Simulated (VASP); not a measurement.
Data:

```yaml
crystal:
  lattice:
    - [0.00000, 1.76269, 1.76269]
    - [1.76269, 0.00000, 1.76269]
    - [1.76269, 1.76269, 0.00000]
  atoms:
    - { symbol: Cu, position: [0.00000, 0.00000, 0.00000] }
```

All values below come from LDA (Ceperley-Alder, Perdew-Zunger), VASP's LDA PAW potentials (set 64) (plane waves; VASP). Numerical set-up: 520 eV cut-off, 20×20×20 Γ-centred mesh, tetrahedra with Blöchl corrections, potentials Cu.

Problem. What does the run give for the energy per atom (σ→0), band gap (on the k-mesh) with the smallest direct gap where there is one?

Solution. 
The band gap (on the k-mesh) is none (metal, semimetal or under 0.01 eV). The energy per atom (σ→0) comes out as -4.708 eV/atom.

Only differences to runs with the same potentials and settings are physical.

The compound is Cu in the fcc structure. It was relaxed first, which changed the volume by -7 %.
